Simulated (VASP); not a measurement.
BaAg2As2 (rvv), 5 atoms in the cell. It takes space group I4/mmm (No. 139, tetragonal). Conventional cell: a = 4.603 Å, b = 4.603 Å, c = 10.867 Å, α = 90.00°, β = 90.00°, γ = 90.00°. Around Ba (site symmetry 4/mmm) lie 8 As at 3.49 Å and 8 Ag at 3.56 Å. Ag (site symmetry -4m2) has 4 As at 2.72 Å as nearest neighbours. As (site symmetry 4mm) has 1 As at 2.52 Å and 4 Ag at 2.72 Å as nearest neighbours. 

```yaml
Program: VASP 6.6.1
Task: single point
Functional: r2SCAN
Dispersion: rVV10
Potentials_or_basis: VASP PAW PBE potentials, release 64 (Ba_sv, Ag, As)
Cutoff: 520 eV
k_mesh: 6 × 6 × 6
Occupations: gaussian, width 0.1 eV
Spin: no spin polarisation
Dipole_correction: no
Further_INCAR_settings: ALGO = Normal; EDIFF = 1e-07; NBANDS = 29
```

Potentials or basis: VASP PAW PBE potentials, release 64 (Ba_sv, Ag, As).

The run is started by

```sh
$ cat potpaw_PBE.64/Ba_sv/POTCAR potpaw_PBE.64/Ag/POTCAR potpaw_PBE.64/As/POTCAR > POTCAR
$ cp INCAR.step1 INCAR
$ mpirun -np 1 vasp_std > vasp.out
$ cp INCAR.step2 INCAR
$ mpirun -np 1 vasp_std > vasp.out
```

Hardware: 1 thread of AMD EPYC 9R45 (Zen 5), on a shared host.

How long does it take, and how much memory?

It took 9.1 min on 1 thread of AMD EPYC 9R45 (Zen 5) (shared host), peak memory 0.77 GiB. Counts: scf iterations 12, k points 30.
